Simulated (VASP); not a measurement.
Computed with PBE GGA, VASP's PBE PAW potentials (set 64) (plane waves; VASP).

A VASP calculation is set up with these files.

File POSCAR:
```
Pb atom
1
   12.0000000000     0.0000000000     0.0000000000
    0.0000000000    12.5000000000     0.0000000000
    0.0000000000     0.0000000000    13.0000000000
Pb
1
Direct
  0.0000000000   0.0000000000   0.0000000000
```

### KPOINTS
```
Automatic mesh
0
Gamma
 1 1 1
0 0 0
```

INCAR:
```
SYSTEM = Pb atom
PREC = Normal
ENCUT = 520
EDIFF = 1E-6
NELM = 200
ALGO = All
LREAL = .FALSE.
LASPH = .TRUE.
ISMEAR = 0
SIGMA = 0.01
GGA = PE
LMAXMIX = 4
ISPIN = 2
MAGMOM = 2
LORBIT = 10
LWAVE = .FALSE.
LCHARG = .FALSE.
ISYM = 0
NUPDOWN = 2
```

POTCAR, in this order: Pb_d (PBE.64 set). Program: vasp_gam. Read from the step before: WAVECAR.

What VASP printed:

**OSZICAR**
```
       N       E                     dE             d eps       ncg     rms           ort
SDA:   1    -0.618549479718E+00   -0.61855E+00    0.00000E+00    12   0.365E-06   0.000E+00
CGA:   2    -0.618549535685E+00   -0.55967E-07   -0.49446E-07    12   0.520E-07   0.443E-08
   1 F= -.61854954E+00 E0= -.61469326E+00  d E =-.771255E-02  mag=     2.0000
```

**OUTCAR**
```
------------------------ aborting loop because EDIFF is reached ----------------------------------------
  FORCE on cell =-STRESS in cart. coord.  units (eV):
  Direction    XX          YY          ZZ          XY          YZ          ZX
  --------------------------------------------------------------------------------------
  Total       -0.0088865     -0.0131023     -0.0142887      0.0007507      0.0000601      0.0000654
  in kB       -0.0073014     -0.0107653     -0.0117400      0.0006168      0.0000494      0.0000538
  external PRESSURE =      -0.0099356 kB  Pullay stress =       0.0000000 kB
  volume of cell :     1950.00
      direct lattice vectors                 reciprocal lattice vectors
    12.000000000  0.000000000  0.000000000     0.083333333  0.000000000  0.000000000
     0.000000000 12.500000000  0.000000000     0.000000000  0.080000000  0.000000000
     0.000000000  0.000000000 13.000000000     0.000000000  0.000000000  0.076923077
 POSITION                                       TOTAL-FORCE (eV/Angst)
 -----------------------------------------------------------------------------------
      0.00000      0.00000      0.00000        -0.000004     -0.000041      0.000008
 -----------------------------------------------------------------------------------
    total drift:                               -0.000004     -0.000041      0.000008
  FREE ENERGIE OF THE ION-ELECTRON SYSTEM (eV)
  ---------------------------------------------------
  free  energy   TOTEN  =        -0.6185495357 eV

  energy  without entropy=       -0.6108369808  energy(sigma->0) =       -0.61469326

 total charge

# of ion       s       p       d       tot
------------------------------------------
    1        1.406   0.669   9.793  11.868

 magnetization (x)

# of ion       s       p       d       tot
------------------------------------------
    1       -0.008   0.669  -0.007   0.653
```
(Selected blocks of OUTCAR.)

The atom may not be in its lowest state.

The cell is a free atom in a box.
